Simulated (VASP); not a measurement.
Input of a VASP 6.6.1 run:

INCAR

```
SYSTEM = ZrH6Pb2
  PREC = Accurate
  ENCUT = 520
  EDIFF = 1E-7
  ISMEAR = 0
  SIGMA = 0.1
  LREAL = .False.
  LASPH = .True.
  NELM = 100
  ALGO = Normal
  ISIF = 2
  LWAVE = .False.
  LCHARG = .False.
  GGA = PE
  NBANDS = 33
```

File KPOINTS:

```
Automatic mesh
0
Gamma
  8 8 8
  0 0 0
```

The input POSCAR:

```
ZrH6Pb2
1.0
    0.0000000000      3.8522001126      3.8522001126
    3.8522001126      0.0000000000      3.8522001126
    3.8522001126      3.8522001126      0.0000000000
Zr H Pb
1 6 2
Direct
    0.0000000000      0.0000000000      0.0000000000
    0.7416118991      0.2583881009      0.2583881009
    0.2583881009      0.7416118991      0.2583881009
    0.2583881009      0.7416118991      0.7416118991
    0.7416118991      0.2583881009      0.7416118991
    0.2583881009      0.2583881009      0.7416118991
    0.7416118991      0.7416118991      0.2583881009
    0.2500000000      0.2500000000      0.2500000000
    0.7500000000      0.7500000000      0.7500000000
```

Potentials or basis: VASP PAW PBE potentials, release 64 (Zr_sv, H, Pb_d).

Launch:

```console
$ cat potpaw_PBE.64/Zr_sv/POTCAR potpaw_PBE.64/H/POTCAR potpaw_PBE.64/Pb_d/POTCAR > POTCAR
$ mpirun -np 1 vasp_std > vasp.out
```

Task: What does it give for the band gap on the k mesh?

Result: None (metal or under the smearing width).

Task: Estimate the pressure.

Result: -0.1 GPa.

Spin-orbit coupling is left out, which matters for the levels of Pb.
